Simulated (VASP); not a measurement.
Output of a VASP run:

File OUTCAR:
```
 ion  position               nearest neighbor table
   1  0.000  0.000  0.000-   2 2.12   2 2.12   2 2.12   2 2.12   2 2.12   2 2.12
   2  0.500  0.500  0.500-   1 2.12   1 2.12   1 2.12   1 2.12   1 2.12   1 2.12
  LATTYP: Found a face centered cubic cell.
 ALAT       =     4.2400000000
 Subroutine PRICEL returns:
 Original cell was already a primitive cell.
 Subroutine GETGRP returns: Found 48 space group operations
The static configuration has the point symmetry O_h .
The dynamic configuration has the point symmetry O_h .
 Subroutine INISYM returns: Found 48 space group operations
 Subroutine IBZKPT returns following result:
 Found     84 irreducible k-points:

 Following reciprocal coordinates:
            Coordinates               Weight
  0.000000  0.000000  0.000000      1.000000
  0.076923  0.000000  0.000000      8.000000
  0.153846  0.000000  0.000000      8.000000
  0.230769  0.000000  0.000000      8.000000
  0.307692  0.000000  0.000000      8.000000
  0.384615  0.000000  0.000000      8.000000
  0.461538  0.000000  0.000000      8.000000
  0.076923  0.076923  0.000000      6.000000
  0.153846  0.076923  0.000000     24.000000
  0.230769  0.076923  0.000000     24.000000
  0.307692  0.076923  0.000000     24.000000
  0.384615  0.076923  0.000000     24.000000
  0.461538  0.076923  0.000000     24.000000
 -0.461538  0.076923  0.000000     24.000000
 -0.384615  0.076923  0.000000     24.000000
 -0.307692  0.076923  0.000000     24.000000
 -0.230769  0.076923  0.000000     24.000000
 -0.153846  0.076923  0.000000     24.000000
 -0.076923  0.076923  0.000000     12.000000
  0.153846  0.153846  0.000000      6.000000
  0.230769  0.153846  0.000000     24.000000
  0.307692  0.153846  0.000000     24.000000
  0.384615  0.153846  0.000000     24.000000
  0.461538  0.153846  0.000000     24.000000
 -0.461538  0.153846  0.000000     24.000000
 -0.384615  0.153846  0.000000     24.000000
 -0.307692  0.153846  0.000000     24.000000
 -0.230769  0.153846  0.000000     24.000000
 -0.153846  0.153846  0.000000     12.000000
  0.230769  0.230769  0.000000      6.000000
  0.307692  0.230769  0.000000     24.000000
  0.384615  0.230769  0.000000     24.000000
  0.461538  0.230769  0.000000     24.000000
 -0.461538  0.230769  0.000000     24.000000
 -0.384615  0.230769  0.000000     24.000000
 -0.307692  0.230769  0.000000     24.000000
 -0.230769  0.230769  0.000000     12.000000
  0.307692  0.307692  0.000000      6.000000
  0.384615  0.307692  0.000000     24.000000
  0.461538  0.307692  0.000000     24.000000
   k-points           NKPTS =     84   k-points in BZ     NKDIM =     84   number of bands    NBANDS=     12
   number of dos      NEDOS =    301   number of ions     NIONS =      2
   total plane-waves  NPLWV =  13824
   dimension x,y,z NGX =    24 NGY =   24 NGZ =   24
   dimension x,y,z NGXF=    48 NGYF=   48 NGZF=   48
   ions per type =               1   1
   PREC   = accura    normal or accurate (medium, high low for compatibility)
   ISTART =      0    job   : 0-new  1-cont  2-samecut
   ICHARG =      2    charge: 1-file 2-atom 10-const
   ISPIN  =      1    spin polarized calculation?
   LNONCOLLINEAR =      F non collinear calculations
   LSORBIT =      F    spin-orbit coupling
   INIWAV =      1    electr: 0-lowe 1-rand  2-diag
   ENCUT  =  520.0 eV  38.22 Ry    6.18 a.u.   5.57  5.57  5.57*2*pi/ulx,y,z
   NELM   =    100;   NELMIN=  2; NELMDL= -5     # of ELM steps
   EDIFF  = 0.1E-05   stopping-criterion for ELM
   LREAL  =      F    real-space projection
   NLSPLINE    = F    spline interpolate recip. space projectors
   LMAXMIX     =    4 max onsite mixed and CHGCAR
   VOSKOWN=      0    Vosko Wilk Nusair interpolation
   EDIFFG = -.1E-01   stopping-criterion for IOM
   NSW    =     60    number of steps for IOM
   NBLOCK =      1;   KBLOCK =     60    inner block; outer block
   IBRION =      2    ionic relax: 0-MD 1-quasi-New 2-CG
...
```

**OSZICAR**
```
...
DAV:   2    -0.116419864068E+02   -0.15480E+03   -0.14860E+03  2148   0.419E+02
DAV:   3    -0.241643510550E+02   -0.12522E+02   -0.12194E+02  2488   0.116E+02
DAV:   4    -0.247877631129E+02   -0.62341E+00   -0.62137E+00  2752   0.247E+01
DAV:   5    -0.248071601000E+02   -0.19397E-01   -0.19395E-01  2692   0.372E+00    0.185E+01
DAV:   6    -0.199531401050E+02    0.48540E+01   -0.31719E+01  2464   0.714E+01    0.667E+00
DAV:   7    -0.196685338881E+02    0.28461E+00   -0.34015E+00  2388   0.236E+01    0.487E+00
DAV:   8    -0.197246214356E+02   -0.56088E-01   -0.10017E+00  2196   0.145E+01    0.341E+00
DAV:   9    -0.196432303678E+02    0.81391E-01   -0.21353E-01  2176   0.714E+00    0.113E+00
DAV:  10    -0.196388526614E+02    0.43777E-02   -0.70259E-02  2188   0.394E+00    0.502E-01
DAV:  11    -0.196375526807E+02    0.13000E-02   -0.65952E-03  2324   0.111E+00    0.143E-01
DAV:  12    -0.196374520366E+02    0.10064E-03   -0.10905E-03  2692   0.529E-01    0.420E-02
DAV:  13    -0.196374400869E+02    0.11950E-04   -0.16898E-04  2580   0.191E-01    0.143E-02
DAV:  14    -0.196374393716E+02    0.71537E-06   -0.73560E-06  2360   0.369E-02
   1 F= -.20574737E+02 E0= -.20574501E+02  d E =-.205747E+02
       N       E                     dE             d eps       ncg     rms          rms(c)
DAV:   1    -0.200664404990E+02   -0.42900E+00   -0.13116E+01  2024   0.583E+01    0.697E+00
DAV:   2    -0.196077252203E+02    0.45872E+00   -0.15403E+00  2088   0.213E+01    0.193E+00
DAV:   3    -0.195540911042E+02    0.53634E-01   -0.30353E-01  2400   0.500E+00    0.572E-01
DAV:   4    -0.195574268022E+02   -0.33357E-02   -0.81865E-02  2184   0.341E+00    0.470E-01
DAV:   5    -0.195643446677E+02   -0.69179E-02   -0.13393E-02  3108   0.119E+00    0.258E-01
DAV:   6    -0.195661963303E+02   -0.18517E-02   -0.18272E-03  2088   0.453E-01    0.302E-01
DAV:   7    -0.195695035490E+02   -0.33072E-02   -0.59052E-03  2936   0.760E-01    0.402E-02
DAV:   8    -0.195695369333E+02   -0.33384E-04   -0.82299E-04  2596   0.212E-01    0.387E-02
DAV:   9    -0.195695463852E+02   -0.94518E-05   -0.23004E-05  2348   0.521E-02    0.297E-02
DAV:  10    -0.195695760153E+02   -0.29630E-04   -0.54688E-05  2096   0.831E-02    0.200E-02
DAV:  11    -0.195695736088E+02    0.24065E-05   -0.16576E-05  2552   0.280E-02    0.814E-03
DAV:  12    -0.195695735560E+02    0.52787E-07   -0.10661E-06  1276   0.103E-02
   2 F= -.20563746E+02 E0= -.20563472E+02  d E =0.109909E-01
       N       E                     dE             d eps       ncg     rms          rms(c)
DAV:   1    -0.198058041662E+02   -0.23623E+00   -0.47638E+00  2024   0.367E+01    0.428E+00
DAV:   2    -0.196388825642E+02    0.16692E+00   -0.72602E-01  2148   0.138E+01    0.117E+00
DAV:   3    -0.196175901552E+02    0.21292E-01   -0.13105E-01  2396   0.338E+00    0.423E-01
DAV:   4    -0.196188037777E+02   -0.12136E-02   -0.37151E-02  2116   0.220E+00    0.271E-01
DAV:   5    -0.196216770896E+02   -0.28733E-02   -0.51761E-03  3144   0.693E-01    0.180E-01
DAV:   6    -0.196221447085E+02   -0.46762E-03   -0.33564E-04  2232   0.148E-01    0.163E-01
DAV:   7    -0.196237423175E+02   -0.15976E-02   -0.26963E-03  2552   0.425E-01    0.386E-02
DAV:   8    -0.196237688548E+02   -0.26537E-04   -0.57132E-04  2476   0.199E-01    0.293E-02
DAV:   9    -0.196237936208E+02   -0.24766E-04   -0.55650E-05  2744   0.559E-02    0.176E-02
DAV:  10    -0.196237940072E+02   -0.38635E-06   -0.89483E-06  2404   0.247E-02
   3 F= -.20583571E+02 E0= -.20583320E+02  d E =-.883376E-02
```

**OUTCAR**
```
------------------------ aborting loop because EDIFF is reached ----------------------------------------
 Edisp (eV)   -0.95978
  FORCE on cell =-STRESS in cart. coord.  units (eV):
  Direction    XX          YY          ZZ          XY          YZ          ZX
  --------------------------------------------------------------------------------------
  Total       0.00890     0.00890     0.00890     0.00000     0.00000     0.00000
  in kB       0.76563     0.76563     0.76563     0.00000     0.00000     0.00000
  external pressure =        0.77 kB  Pullay stress =        0.00 kB
  volume of cell :       18.63
      direct lattice vectors                 reciprocal lattice vectors
    -0.000000000  2.103983806  2.103983806    -0.237644415  0.237644415  0.237644415
     2.103983806 -0.000000000  2.103983806     0.237644415 -0.237644415  0.237644415
     2.103983806  2.103983806 -0.000000000     0.237644415  0.237644415 -0.237644415
 POSITION                                       TOTAL-FORCE (eV/Angst)
 -----------------------------------------------------------------------------------
      0.00000      0.00000      0.00000        -0.000000      0.000000      0.000000
      2.10398      2.10398      2.10398         0.000000     -0.000000     -0.000000
 -----------------------------------------------------------------------------------
    total drift:                                0.000000     -0.000000     -0.000000
  FREE ENERGIE OF THE ION-ELECTRON SYSTEM (eV)
  ---------------------------------------------------
  free  energy   TOTEN  =       -20.5835709552 eV

  energy  without entropy=      -20.5828194362  energy(sigma->0) =      -20.58332045

 reached required accuracy - stopping structural energy minimisation
```
(Selected blocks of OUTCAR.)

POSCAR:
```
TiN
1
    0.0000000000     2.1200000000     2.1200000000
    2.1200000000     0.0000000000     2.1200000000
    2.1200000000     2.1200000000     0.0000000000
Ti N
1 1
Direct
  0.0000000000   0.0000000000   0.0000000000
  0.5000000000   0.5000000000   0.5000000000
```

Problem. Write an INCAR and KPOINTS that could have produced this output.

Solution. Several could match; the one computed here: the input of the run itself, PBE GGA with D3 dispersion (Becke-Johnson damping), plane waves, VASP's PBE PAW potentials (set 64).

**KPOINTS**
```
kpoints
0
Gamma
13 13 13
```

INCAR:
```
SYSTEM=TiN
PREC=Accurate; ENCUT=520; LREAL=.FALSE.
LASPH=.TRUE.
EDIFF=1E-6; NELM=100; ALGO=Normal
LMAXMIX=4
ISMEAR=1; SIGMA=0.1
GGA=PE; IVDW=12
IBRION=2; NSW=60; ISIF=3
EDIFFG=-0.01
LWAVE=.FALSE.; LCHARG=.FALSE.
```

POTCAR, in this order: Ti_sv N (PBE.64 set). Program: vasp_std.

Energy and stress use the plane-wave basis of the starting cell.

The compound is TiN in the rock salt structure. This run relaxes it. Symmetry was kept, so distortions that lower it aren't found. The electron count is odd and the run is not spin-polarised, which forces a metal.
